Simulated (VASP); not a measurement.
Consider the following.

```
CELL_PARAMETERS angstrom
     -2.97961     2.97961     1.61942
      2.97961    -2.97961     1.61942
      2.97961     2.97961    -1.61942
ATOMIC_POSITIONS crystal
  Sn 0.25000 0.75000 0.50000
  Sn 0.00000 0.00000 0.00000
```

All values below come from PBE GGA with D4 dispersion, VASP's PBE PAW potentials (set 64) (plane waves; VASP 6.6.1). Settings: 520 eV cut-off, 13×13×13 Γ-centred mesh, first-order Methfessel-Paxton smearing of 0.10 eV, potentials Sn_d.

Unless said otherwise, spin-orbit coupling is left out, though it shifts the bands of the heavy elements here.

Task: What does the run give for the energy per atom (σ→0), pressure, band gap (on the k-mesh) with the smallest direct gap where there is one?

Result: 
```
Item                                                        Result
------------------------  ----------------------------------------
band gap (on the k-mesh)  none (metal, semimetal or under 0.01 eV)
energy per atom (σ→0)                               -4.211 eV/atom
pressure                                                -28.0 kbar
```

The compound is Sn in the beta structure. This cell is one point of a volume scan, at 1.06 of the reference volume.
